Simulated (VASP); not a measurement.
Relaxed, unreconstructed slabs of Cu (fcc). Level of theory: r2SCAN meta-GGA, VASP's PBE PAW potentials (set 64) (plane waves; VASP).

Slab and bulk use different k-meshes, so the surface energy is good to a few per cent at best.

Problem. Order the faces (100) [6 atoms], (111) [5 atoms] by surface energy, lowest first.

Solution. (111) [5 atoms] (1.57 J/m²), (100) [6 atoms] (1.67 J/m²)

Problem. And what are their work functions?

Solution. (100) [6 atoms] 4.60 eV, (111) [5 atoms] 4.73 eV.

Runs of the series that failed, ran out of time, didn't relax or are held back are left out, and each face is given by its thickest slab.

The cell is a thin slab with vacuum, built from Cu (fcc).
